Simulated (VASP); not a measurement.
# TlRu (P6/mmm) in VASP: further runs, part 2 of 2

VASP 6.6.1. The steps go on from the part before.

### Step 4. Relaxation of cell and atoms, r2SCAN+rVV10

The input, INCAR:

```
PREC = Accurate
ENCUT = 600
EDIFF = 1E-6
ISMEAR = 1
SIGMA = 0.1
LREAL = False
LASPH = True
NELM = 80
ALGO = Normal
ISIF = 3
LWAVE = False
LCHARG = False
METAGGA = R2SCAN
LMIXTAU = True
LUSE_VDW = True
IVDW_NL = 2
BPARAM = 11.95
CPARAM = 0.0093
IBRION = 2
NSW = 60
EDIFFG = -0.005
```

The input, KPOINTS:

```
Automatic mesh
0
Gamma
  9 9 6
```

The input, POSCAR:

```
TlRu
1.0
    3.5471462100      0.0000000000      0.0000000000
   -1.7735731100      3.0719187300      0.0000000000
    0.0000000000      0.0000000000      4.9370145800
Tl Ru
1 1
Direct
    0.0000000000      0.0000000000      0.0000000000
    0.0000000000      0.0000000000      0.5000000000
```

Potentials or basis: VASP PAW PBE potentials, release 64 (Tl_d, Ru_pv).

Command:

```bash
$ cat potpaw_PBE.64/Tl_d/POTCAR potpaw_PBE.64/Ru_pv/POTCAR > POTCAR
$ mpirun -np 1 vasp_std > vasp.out
```

OUTCAR:

```text
PREC = Accurate
   ENCUT = 600
   EDIFF = 1E-6
   ISMEAR = 1
   LREAL = False
   LASPH = True
   NELM = 80
   ISIF = 3
   METAGGA = R2SCAN
   IVDW_NL = 2
   BPARAM = 11.95
   IBRION = 2
   NSW = 60
   EDIFFG = -0.005

 ion  position               nearest neighbor table
   1  0.000  0.000  0.000-   2 2.47   2 2.47
   2  0.000  0.000  0.500-   1 2.47   1 2.47

  LATTYP: Found a hexagonal cell.
 ALAT       =     3.5471462100
 C/A-ratio  =     1.3918272007

  Lattice vectors:

 A1 = (   3.5471462100,   0.0000000000,   0.0000000000)
 A2 = (  -1.7735731100,   3.0719187300,   0.0000000000)
 A3 = (   0.0000000000,   0.0000000000,   4.9370145800)

Analysis of symmetry for initial positions (statically):
=====================================================================
 Subroutine PRICEL returns:
 Original cell was already a primitive cell.

 Routine SETGRP: Setting up the symmetry group for a
 hexagonal supercell.

 Subroutine GETGRP returns: Found 24 space group operations
 (whereof 24 operations were pure point group operations)
 out of a pool of 24 trial point group operations.

The static configuration has the point symmetry D_6h.

Analysis of symmetry for dynamics (positions and initial velocities):
=====================================================================
[... 172 lines left out ...]
  external PRESSURE =     -30.0970054 kB  Pullay stress =       0.0000000 kB
[... 89 lines left out ...]
  FREE ENERGIE OF THE ION-ELECTRON SYSTEM (eV)
  ---------------------------------------------------
  free  energy   TOTEN  =       -75.1224451984 eV

  energy  without entropy=      -75.1221522121  energy(sigma->0) =      -75.12234754

 E-fermi :  12.5002     XC(G=0): -14.1876

 val. band max:       12.4939431560   @ k =   0.4444  -0.0000   0.3333
 cond. band min:      12.5070855605   @ k =   0.2222   0.1111   0.5000
 fundamental gap:      0.0131424045
 Fermi energy:        12.5001528747

 k-point     1 :       0.0000    0.0000    0.0000
  band No.  band energies     occupation
      1     -31.5050      2.00000
      2     -30.7804      2.00000
      3     -30.7804      2.00000
      4      -4.7671      2.00000
      5      -2.4289      2.00000
      6      -2.4289      2.00000
[... 459 lines left out ...]
      6      -1.8343      2.00000
[... 9 lines left out ...]
     16      14.0714     -0.00000
     17      18.4667      0.00000

 [... further k-points ...]

[... ionic steps 4 to 22 ...]

--------------------------------------- Ionic step       23  -------------------------------------------

 number of electron      27.0000004 magnetization

------------------------ aborting loop because EDIFF is reached ----------------------------------------
[... 67 lines left out ...]
--------------------------------------- Ionic step       25  -------------------------------------------

 number of electron      27.0000004 magnetization

 Free energy of the ion-electron system (eV)
  ---------------------------------------------------
  ext. energy  EPLUGINS =         0.00000000
  ---------------------------------------------------
  free energy    TOTEN  =       -75.63372152 eV

  energy without entropy =      -75.63400458  energy(sigma->0) =      -75.63381588

 E-fermi :   8.9405     XC(G=0): -12.8896

 val. band max:        8.9374267127   @ k =   0.2222   0.1111   0.1667
 cond. band min:       8.9705653904   @ k =   0.3333  -0.0000   0.1667
 fundamental gap:      0.0331386777
 Fermi energy:         8.9405499923

 k-point     1 :       0.0000    0.0000    0.0000
  band No.  band energies     occupation
      1     -34.4775      2.00000
      2     -34.2263      2.00000
      3     -34.2263      2.00000
      4      -4.8462      2.00000
      5      -4.0143      2.00000
      6      -4.0143      2.00000
[... 500 lines left out ...]
  FREE ENERGIE OF THE ION-ELECTRON SYSTEM (eV)
  ---------------------------------------------------
  free  energy   TOTEN  =       -75.6337215239 eV

  energy  without entropy=      -75.6340045848  energy(sigma->0) =      -75.63381588

 reached required accuracy - stopping structural energy minimisation
```

OSZICAR:

```text
N       E                     dE             d eps       ncg     rms          rms(c)
DAV:   1     0.139118493519E+03    0.13912E+03   -0.17189E+04  1696   0.170E+03
DAV:   2    -0.784083426685E+02   -0.21753E+03   -0.21478E+03  1760   0.415E+02
DAV:   3    -0.827527726317E+02   -0.43444E+01   -0.42181E+01  1919   0.585E+01
[... 221 lines left out ...]
       N       E                     dE             d eps       ncg     rms          rms(c)
DAV:   1    -0.756337429100E+02   -0.20009E-04   -0.59148E-04  1657   0.226E-01    0.264E-02
DAV:   2    -0.756337235814E+02    0.19329E-04   -0.72629E-05  1662   0.606E-02    0.107E-02
DAV:   3    -0.756337224315E+02    0.11499E-05   -0.13989E-05  1683   0.232E-02    0.649E-03
DAV:   4    -0.756337215239E+02    0.90758E-06   -0.32724E-06  1216   0.124E-02
  25 F= -.75633722E+02 E0= -.75633816E+02  d E =-.619013E-06
```

CONTCAR:

```text
TlRu
   1.00000000000000
     2.9113381265189520    0.0000000009538849   -0.0000000000000000
    -1.4556690665371625    2.5212927766841791   -0.0000000000000000
    -0.0000000000000000    0.0000000000000000    5.3810450551590021
  Tl              Ru
     1     1
Direct
     0.0000000000000000    1.0000000000000000    0.0000000000000000
     0.0000000000000000    0.0000000000000000    0.5000000000000000

  0.00000000E+00  0.00000000E+00  0.00000000E+00
  0.00000000E+00  0.00000000E+00  0.00000000E+00
```

Wall time 25 min (1 thread of AMD EPYC 9R45 (Zen 5), shared host); peak memory 0.34 GiB.

Results:

```yaml
Free_energy: -75.6337 eV
Relaxed_volume: 19.75 Å³/atom
Relaxed_cell: a = 2.911 Å, b = 2.911 Å, c = 5.381 Å, α = 90.00°, β = 90.00°, γ = 120.00°
Space_group_after_relaxing_to_0.05_Å: P6/mmm (No. 191)
Energy_gained_by_relaxing: 780.8 meV/atom
Ionic_steps: 25
Pressure_after_relaxing: 0.0 GPa
Band_gap_on_the_k_mesh: none (metal or under the smearing width)
```

The path:
```csv
step,energy change (eV),largest force (eV/Å),pressure (GPa),volume (Å³)
1,0.0000,0.0000,-3.01,53.80
2,-1.0301,0.0000,-15.00,48.56
3,-1.0503,0.0000,-14.82,48.22
4,0.0593,0.0000,54.64,32.31
5,-1.4290,0.0000,-5.10,41.56
6,-1.4316,0.0000,-4.28,41.24
7,-1.4322,0.0000,-3.57,40.98
8,-1.5589,0.0000,0.91,39.27
9,-1.5616,0.0000,0.09,39.46
10,-1.5615,0.0000,-0.05,39.49
11,-1.5616,0.0000,-0.04,39.50
12,-1.5616,0.0000,-0.16,39.54
13,-1.5616,0.0000,-0.18,39.53
14,-1.5616,0.0000,-0.13,39.53
15,-1.5616,0.0000,-0.08,39.52
16,-1.5616,0.0000,0.00,39.49
17,-1.5616,0.0000,0.01,39.49
18,-1.5616,0.0000,0.05,39.48
19,-1.5616,0.0000,0.07,39.48
20,-1.5616,0.0000,0.07,39.49
21,-1.5616,0.0000,0.00,39.49
22,-1.5616,0.0000,0.00,39.49
23,-1.5616,0.0000,-0.01,39.49
24,-1.5616,0.0000,0.03,39.49
25,-1.5616,0.0000,-0.02,39.50
```

Final structure:
```xyz
2
Lattice="2.9113 0.0000 0.0000 -1.4557 2.5213 0.0000 0.0000 0.0000 5.3810" Properties=species:S:1:pos:R:3 pbc="T T T"
Tl   -1.4557    2.5213    0.0000
Ru    0.0000    0.0000    2.6905
```

Caveat: the volume moved by over 15 % at a fixed basis, so the end points are rough; the PAW data sets were made with another functional, which shifts forces and pressure a little. Spin-orbit coupling is left out, which matters for the levels of Tl.

### Step 5. Overview

```csv
level,gap on the mesh (eV),pressure (GPa),relaxed volume (Å³/atom)
r2SCAN,none,0.0,20.00
TPSS,none,0.0,19.94
r2SCAN+rVV10,none,0.0,19.75
```

Alike in all rows: task relaxation of cell and atoms; potentials or basis VASP PAW PBE potentials, release 64 (Tl_d, Ru_pv); no spin polarisation; cell relaxed; k mesh 9 × 9 × 6; cutoff (eV) 600; smearing methfessel-paxton 0.1 eV.

Caveats: the volume moved by over 15 % at a fixed basis, so the end points are rough; the PAW data sets were made with another functional, which shifts forces and pressure a little.

Absolute energies hang on the potentials; compare differences alone.
